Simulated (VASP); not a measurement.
Given:

```
CELL_PARAMETERS angstrom
      4.08444     0.00000     0.00000
      0.00000     4.08444     0.00000
      0.00000     0.00000     4.08444
ATOMIC_POSITIONS crystal
  Sc 0.00000 0.00000 0.00000
  Al 0.00000 0.50000 0.50000
  Al 0.50000 0.00000 0.50000
  Al 0.50000 0.50000 0.00000
```

All values below come from vdW-DF-cx, VASP's PBE PAW potentials (set 64) (plane waves; VASP). Settings: 520 eV cut-off, 9×9×9 Γ-centred mesh, tetrahedra with Blöchl corrections, potentials Sc_sv Al.

The cores are frozen, which limits the accuracy of field gradients.

Q: Give the principal components of the electric field gradient (V/Å²) and the asymmetry η at each nucleus.

A: 
```tsv
atom	Vxx	Vyy	Vzz	η
Sc1	0.0	0.0	0.0	-
Al2	-10.0	-10.0	20.0	0.00
Al3	-10.0	-10.0	20.0	0.00
Al4	-10.0	-10.0	20.0	0.00
```

The compound is Al3Sc in the L1_2 structure. It was relaxed first.
